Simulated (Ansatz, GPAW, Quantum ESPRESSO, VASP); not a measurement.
Code comparison for NaSn₂Pd₃ (P6mm, 6 atoms in the cell)

Self-consistent single point.

```
CELL_PARAMETERS angstrom
      5.88826     0.00000     0.00000
     -2.94413     5.09939     0.00000
      0.00000     0.00000     4.34897
ATOMIC_POSITIONS crystal
  Na 0.00000 0.00000 0.19263
  Sn 0.66667 0.33333 0.49615
  Sn 0.33333 0.66667 0.49615
  Pd 0.00000 0.50000 0.99502
  Pd 0.50000 0.00000 0.99502
  Pd 0.50000 0.50000 0.99502
```

Shared settings, as Ansatz (a first-principles code) writes them: kpoints.mp_grid.grid = 5 5 5; scf.occupations.method = gaussian; scf.occupations.width = 0.05 eV. Potentials and cutoffs stand in the table.

```
code                                                                      model  pressure (GPa)  largest force (eV/Å)  cutoff
----------------  -------------------------------------------------------------  --------------  --------------------  ------
GPAW              LDA (Perdew-Wang 92), GPAW PAW datasets LDA (gpaw-data 1.0.1)           -9.27                 0.095  850 eV
Ansatz                                      LDA (PW92), PAW files made with PBE           -9.28                 0.098  420 eV
VASP                               LDA (PZ), VASP's LDA PAW potentials (set 64)           -9.29                 0.096  300 eV
Quantum ESPRESSO            LDA (PZ), GBRV 1.5 ultrasoft (LDA) pseudopotentials           -9.16                 0.095   40 Ry
```

Size of the force on each atom (eV/Å): Sizes of forces hide their directions.

| code | Na1 | Sn2 | Sn3 | Pd4 | Pd5 | Pd6 |
|---|---|---|---|---|---|---|
| GPAW | 0.095 | 0.001 | 0.001 | 0.033 | 0.033 | 0.033 |
| Ansatz | 0.098 | 0.001 | 0.001 | 0.033 | 0.033 | 0.033 |
| VASP | 0.096 | 0.002 | 0.002 | 0.034 | 0.034 | 0.034 |
| Quantum ESPRESSO | 0.095 | 0.001 | 0.001 | 0.032 | 0.032 | 0.032 |

On Ansatz's run: spin polarisation is off.

The spread over the programs that give each value: pressure within 0.13 GPa; largest force within 0.003 eV/Å.

Ansatz's pressure is given at a fixed set of plane waves, as the other plane-wave codes print theirs. The same LDA comes in different parametrisations, which differ slightly.

VASP's run is marked for a possible Pulay error in its stress at this cutoff; no cutoff test was made.

The starting cell comes from a database of computed structures (which also holds hypothetical and non-ambient phases and stackings), without a prior relaxation at this level. Its lattice was rescaled by a random factor within 2.5 % of one.

Left out of this page: CP2K, Elk, FLEUR and SIESTA (not drawn, or without a comparable value).

Keys are those of Ansatz 0.2.
